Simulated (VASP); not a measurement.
Consider the following.

```xyz
3
Lattice="0.0000 2.9700 2.9700 2.9700 0.0000 2.9700 2.9700 2.9700 0.0000" Properties=species:S:1:pos:R:3 pbc="T T T"
Pb     0.0000     0.0000     0.0000
F      1.4850     1.4850     1.4850
F      4.4550     4.4550     4.4550
```

These are Bethe-Salpeter equation (Tamm-Dancoff) on G0W0 levels and PBE orbitals, VASP's PBE PAW potentials (set 64) (plane waves; VASP) values and carry that method's errors. Numerical set-up: PREC = Normal, 500 eV cut-off, 4×4×4 Γ-centred mesh, Gaussian smearing of 0.010 eV, potentials Pb_d_GW F_GW_new.

The mesh is coarse, so the spectrum and binding energies are not converged. Unless said otherwise, spin-orbit coupling is left out, though it shifts the bands of the heavy elements here.

The BSE takes 6 valence and 6 conduction bands in the Tamm-Dancoff approximation; the smallest direct G0W0 gap on the mesh is 6.91 eV.

Q: Where does the first bright exciton lie on this mesh?

A: At 5.94 eV. Its distance from the direct gap isn't converged on a mesh this coarse and overstates the binding.

(ħω (eV), ε₂): (0.00, 0.00); (0.30, 0.00); (0.50, 0.00); (0.80, 0.01); (1.00, 0.01); (1.30, 0.01); (1.50, 0.01); (1.80, 0.02); (2.10, 0.02); (2.30, 0.02); (2.60, 0.03); (2.80, 0.03); (3.10, 0.04); (3.30, 0.04); (3.60, 0.06); (3.80, 0.07); (4.10, 0.08); (4.40, 0.11); (4.60, 0.14); (4.90, 0.21); (5.10, 0.29); (5.40, 0.58); (5.60, 1.17); (5.90, 9.25); (6.20, 11.4); (6.40, 6.28); (6.70, 4.57); (6.90, 3.30); (7.20, 2.50); (7.40, 2.10); (7.70, 4.13); (7.90, 1.67); (8.20, 3.99); (8.50, 3.95); (8.70, 2.90); (9.00, 4.36); (9.20, 4.30); (9.50, 1.74); (9.70, 1.35); (10.00, 2.37)

The compound is PbF2 in the fluorite structure, the β form. The cell was not relaxed at this level.
